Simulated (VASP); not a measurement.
**La: energy against strain**

La (dhcp, P6_3/mmc, 33.939 Å³/atom and stress up to 0.21 GPa in the relaxed cell, c along z) under an equal strain ε along x and y, with z held. PBEsol in VASP (plane waves, PAW), 480 eV, 18×18×4 Γ-centred mesh, Methfessel-Paxton smearing 0.10 eV; ions are relaxed, or left where forces stay under 0.02 eV/Å, within the symmetry of each cell. Against the start cell, which lies near the measured one, the relaxed cell differs by -9.3 % in volume and -3.8 % in c; the values below rest on it.

Here s stands for strain and y for E less E0.

| strain (%) | E less E0 (meV/atom) |
|---|---|
| -1.50 | 3.42 |
| -1.00 | 1.52 |
| -0.50 | 0.40 |
| 0.00 | 0.00 |
| 0.50 | 0.31 |
| 1.00 | 1.33 |
| 1.50 | 3.00 |
| 3.00 | ? |

Taking a parabola for y over the 7 complete rows: Least squares gives y = -0.001 - 0.1236·s + 1.4271·s². Residuals (row less fit): 0.025, -0.030, -0.018, 0.001, 0.016, 0.027, -0.025; standard error 0.029 (degrees of freedom: 4). Twice the quadratic coefficient over the volume, 2 × 1.4271 meV × 10⁴ × 0.1602 / 33.939 Å³, is the elastic constants 2(C11 + C12) = about 130 GPa.

**Question.** What does the fit predict for y at s = 3.00, and how far is the calculated value from it?

**Answer.** y = -0.001 - 0.1236 × 3.0 + 1.4271 × 3.0² = 12.472 meV/atom. The calculation gives 11.98 meV/atom, 0.492 meV/atom below the prediction (4.1 % of the range of y in the table). The row lies outside the fitted rows, so this is an extrapolation. From the scatter of the fitted rows alone, a prediction at this place has a standard error of 0.112 meV/atom, so the miss is 4.4 times that.

A polynomial of degree 3 through the 12 other runs of the series gives 11.84 there, so most of the miss is curvature that the fit leaves out. In a metal these values are sensitive to mesh and smearing; energies are taken to zero smearing, stresses follow the free energy. Rows are the converged runs of the series near zero and its far end, less any whose ions stayed unrelaxed beside relaxed ones; series whose fitted rows scatter by over a few per cent of the range, as at a crossing or softening among them, aren't shown in this form. Most that stay on the fit to the last digits aren't either.
